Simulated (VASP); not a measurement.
Level of theory: PBEsol GGA, VASP's PBE PAW potentials (set 64) (plane waves; VASP). For the first row: Numerical set-up: 400 eV cut-off, 7×7×7 Γ-centred mesh, tetrahedra with Blöchl corrections, potentials Si Mo_sv.

```tsv
system	energy (eV/atom)
Mo3Si (A15)	-10.6421
Si (diamond)	-5.7459
Mo (bcc)	-11.7769
```

The references are the elements' solids at the same level; no temperature or zero-point terms are added.

Problem. What is the formation energy per atom of Mo₃Si?

Solution. The references average (2×(-5.7459) + 6×(-11.7769))/8 = -10.2691 eV, so the formation energy is -10.6421 − (-10.2691) = -0.373 eV/atom. Measured: -0.324 eV/atom at 298 K (as given by CRC Handbook of Chemistry and Physics, Standard Thermodynamic Properties of Chemical Substances).
